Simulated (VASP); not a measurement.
OSZICAR of a VASP run on MgS (rock salt):

### OSZICAR
```
       N       E                     dE             d eps       ncg     rms          rms(c)
DAV:   1     0.176347633121E+02    0.17635E+02   -0.32032E+03   336   0.651E+02
DAV:   2    -0.815548629799E+01   -0.25790E+02   -0.23627E+02   440   0.962E+01
DAV:   3    -0.890171498900E+01   -0.74623E+00   -0.74623E+00   384   0.221E+01
DAV:   4    -0.890512142311E+01   -0.34064E-02   -0.34064E-02   544   0.168E+00
DAV:   5    -0.890512280715E+01   -0.13840E-05   -0.13840E-05   384   0.356E-02    0.441E+00
DAV:   6    -0.854121503793E+01    0.36391E+00   -0.93730E-01   336   0.481E+00    0.349E+00
DAV:   7    -0.850055456600E+01    0.40660E-01   -0.23659E-01   408   0.260E+00    0.231E+00
DAV:   8    -0.850067460953E+01   -0.12004E-03   -0.12981E-02   400   0.961E-01    0.870E-01
DAV:   9    -0.850051484552E+01    0.15976E-03   -0.48283E-04   352   0.178E-01    0.281E-01
DAV:  10    -0.850055421597E+01   -0.39370E-04   -0.13952E-04   472   0.779E-02    0.135E-02
DAV:  11    -0.850055225772E+01    0.19582E-05   -0.19010E-05   368   0.228E-02    0.124E-02
DAV:  12    -0.850055223082E+01    0.26904E-07   -0.35577E-07   200   0.525E-03
   1 F= -.85005522E+01 E0= -.85005522E+01  d E =-.182974E-15
```

Question: Which electronic solver shows in the log?

Answer: It is blocked Davidson (ALGO = Normal, or the opening steps of other solvers). The INCAR had ALGO = Normal.

Question: Can the final energy be trusted as converged?

Answer: The run converged. It stopped with EDIFF = 1E-6, NELM = 100 (PBE GGA, plane waves, VASP's PBE PAW potentials (set 64)).

The compound is MgS in the rock salt structure. The cell was not relaxed at this level.
